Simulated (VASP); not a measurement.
Computed with PBE GGA, VASP's PBE PAW potentials (set 64) (plane waves; VASP 6.6.1).

VASP input:

File POSCAR:
```
KCl
3.2536060
  0.0000000000   1.0000000011   1.0000000011
  1.0000000011   0.0000000000   1.0000000011
  1.0000000011   1.0000000011   0.0000000000
K Cl
1 1
Cart
  0.0000000000   0.0000000000   0.0000000000
  1.0000000011   1.0000000011   1.0000000011
```

### INCAR
```
ALGO=Normal
EDIFF=1E-7
ENCUT=520
GGA=PE
ISIF=2
ISMEAR=0
LASPH=T
LCHARG=F
LREAL=F
LWAVE=F
NELM=100
PREC=Accurate
SIGMA=0.05
SYSTEM=KCl
```

File KPOINTS:
```
Automatic mesh
0
Gamma
7 7 7
0 0 0
```

POTCAR, in this order: K_sv Cl (PBE.64 set). Program: vasp_std.

What VASP printed:

### OSZICAR
```
       N       E                     dE             d eps       ncg     rms          rms(c)
DAV:   1     0.109104071317E+03    0.10910E+03   -0.71957E+03   480   0.119E+03
DAV:   2    -0.855800602235E+00   -0.10996E+03   -0.10181E+03   672   0.267E+02
DAV:   3    -0.693388562861E+01   -0.60781E+01   -0.60471E+01   632   0.613E+01
DAV:   4    -0.712443667055E+01   -0.19055E+00   -0.19033E+00   828   0.968E+00
DAV:   5    -0.712572900429E+01   -0.12923E-02   -0.12923E-02   636   0.746E-01    0.296E+00
DAV:   6    -0.680518589382E+01    0.32054E+00   -0.59334E-01   576   0.404E+00    0.241E+00
DAV:   7    -0.678628819513E+01    0.18898E-01   -0.13924E-01   604   0.221E+00    0.143E+00
DAV:   8    -0.679972831835E+01   -0.13440E-01   -0.22565E-02   640   0.126E+00    0.188E-01
DAV:   9    -0.680082916196E+01   -0.11008E-02   -0.19178E-03   632   0.300E-01    0.108E-01
DAV:  10    -0.680153749725E+01   -0.70834E-03   -0.68819E-04   544   0.218E-01    0.135E-02
DAV:  11    -0.680155315988E+01   -0.15663E-04   -0.25968E-05   680   0.382E-02    0.762E-03
DAV:  12    -0.680155700048E+01   -0.38406E-05   -0.67864E-06   576   0.188E-02    0.278E-03
DAV:  13    -0.680155728136E+01   -0.28088E-06   -0.90962E-07   608   0.779E-03    0.640E-04
DAV:  14    -0.680155739664E+01   -0.11528E-06   -0.10433E-07   572   0.262E-03    0.140E-04
DAV:  15    -0.680155741900E+01   -0.22353E-07   -0.27761E-09   432   0.465E-04
   1 F= -.68015574E+01 E0= -.68015574E+01  d E =-.259823E-22
```

OUTCAR:
```
------------------------ aborting loop because EDIFF is reached ----------------------------------------
  FORCE on cell =-STRESS in cart. coord.  units (eV):
  Direction    XX          YY          ZZ          XY          YZ          ZX
  --------------------------------------------------------------------------------------
  Total       -0.3537090     -0.3537090     -0.3537090      0.0000000     -0.0000000      0.0000000
  in kB       -8.2268161     -8.2268161     -8.2268161      0.0000000     -0.0000000      0.0000000
  external PRESSURE =      -8.2268161 kB  Pullay stress =       0.0000000 kB
  volume of cell :       68.89
      direct lattice vectors                 reciprocal lattice vectors
     0.000000000  3.253606004  3.253606004    -0.153675645  0.153675645  0.153675645
     3.253606004  0.000000000  3.253606004     0.153675645 -0.153675645  0.153675645
     3.253606004  3.253606004  0.000000000     0.153675645  0.153675645 -0.153675645
  FREE ENERGIE OF THE ION-ELECTRON SYSTEM (eV)
  ---------------------------------------------------
  free  energy   TOTEN  =        -6.8015574190 eV

  energy  without entropy=       -6.8015574190  energy(sigma->0) =       -6.80155742
```
(Selected blocks of OUTCAR.)

OUTCAR:
```
 val. band max:       -2.2108360527   @ k =   0.0000   0.0000   0.0000

 cond. band min:       2.6478073666   @ k =   0.0000   0.0000   0.0000


 Fermi energy:        -1.8803159313

 k-point     1 :       0.0000    0.0000    0.0000
  band No.  band energies     occupation
      1     -29.6664      2.00000
      2     -14.2257      2.00000
      3     -13.1246      2.00000
      4     -13.1246      2.00000
      5     -13.1246      2.00000
      6      -2.2108      2.00000
      7      -2.2108      2.00000
      8      -2.2108      2.00000
      9       2.6478      0.00000
     10       6.0936      0.00000
     11       6.0936      0.00000
     12       6.0936      0.00000

 k-point     2 :       0.1429    0.0000    0.0000
  band No.  band energies     occupation
      1     -29.6652      2.00000
      2     -14.2590      2.00000
      3     -13.1261      2.00000
      4     -13.1261      2.00000
      5     -13.0840      2.00000
      6      -2.4135      2.00000
      7      -2.2609      2.00000
      8      -2.2609      2.00000
      9       3.0842      0.00000
     10       5.9404      0.00000
     11       6.3230      0.00000
     12       6.3230      0.00000

 k-point     3 :       0.2857    0.0000    0.0000
  band No.  band energies     occupation
      1     -29.6626      2.00000
      2     -14.3264      2.00000
      3     -13.1291      2.00000
      4     -13.1291      2.00000
      5     -12.9996      2.00000
      6      -2.8007      2.00000
      7      -2.3693      2.00000
      8      -2.3693      2.00000
      9       4.0840      0.00000
     10       5.8138      0.00000
     11       6.9615      0.00000
     12       6.9615      0.00000

 k-point     4 :       0.4286    0.0000    0.0000
  band No.  band energies     occupation
      1     -29.6605      2.00000
      2     -14.3749      2.00000
      3     -13.1316      2.00000
      4     -13.1316      2.00000
      5     -12.9373      2.00000
      6      -3.0662      2.00000
...
```

The compound is KCl in the rock salt structure. This cell is one point of a volume scan, at 1.06 of the reference volume.
